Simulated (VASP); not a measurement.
# CdI2: energy against strain

CdI2 (1T layered, P-3m1, 35.257 Å³/atom and stress up to 0.26 GPa in the relaxed cell, c along z) under an equal strain ε along x and y, with z held. PBEsol in VASP (plane waves, PAW), 480 eV, 8×8×6 Γ-centred mesh, Gaussian smearing 0.05 eV; ions are relaxed, or left where forces stay under 0.02 eV/Å, within the symmetry of each cell.

Here s stands for strain and y for E less E0.

| strain (%) | E less E0 (meV/atom) |
|---|---|
| -3.00 | ? |
| -1.50 | 4.04 |
| -1.00 | 2.03 |
| -0.50 | 0.69 |
| 0.00 | 0.00 |
| 0.50 | -0.07 |
| 1.00 | 0.47 |
| 1.50 | 1.58 |

Question: Using a parabola, estimate the missing y at s = -3.00 from the other rows, showing the fit.

Answer: Least squares gives y = -0.001 - 0.8043·s + 1.2495·s². Residuals (row less fit): 0.023, -0.023, -0.024, 0.001, 0.021, 0.026, -0.024; standard error 0.029 (degrees of freedom: 4). Twice the quadratic coefficient over the volume, 2 × 1.2495 meV × 10⁴ × 0.1602 / 35.257 Å³, is the elastic constants 2(C11 + C12) = 114 ± 1 GPa (± standard error of the fit, which holds the terms cut off). At the withheld row, y = -0.001 - 0.8043 × (-3.0) + 1.2495 × (-3.0)² = 13.657 meV/atom. The calculation gives 14.37 meV/atom, 0.713 meV/atom above the prediction (4.9 % of the range of y in the table). The row lies outside the fitted rows, so this is an extrapolation. From the scatter of the fitted rows alone, a prediction at this place has a standard error of 0.110 meV/atom, so the miss is 6.5 times that.

A polynomial of degree 3 through the 12 other runs of the series gives 14.33 there, so most of the miss is curvature that the fit leaves out. Spin-orbit coupling is left out, which can shift these values for the heavy elements here. For CdI2: without a dispersion term in the relaxation, distances and binding between the weakly bound layers, chains or molecules are unreliable, and so is what depends on them. Rows are the converged runs of the series near zero and its far end, less any whose ions stayed unrelaxed beside relaxed ones; series whose fitted rows scatter by over a few per cent of the range, as at a crossing or softening among them, aren't shown in this form. Most that stay on the fit to the last digits aren't either.
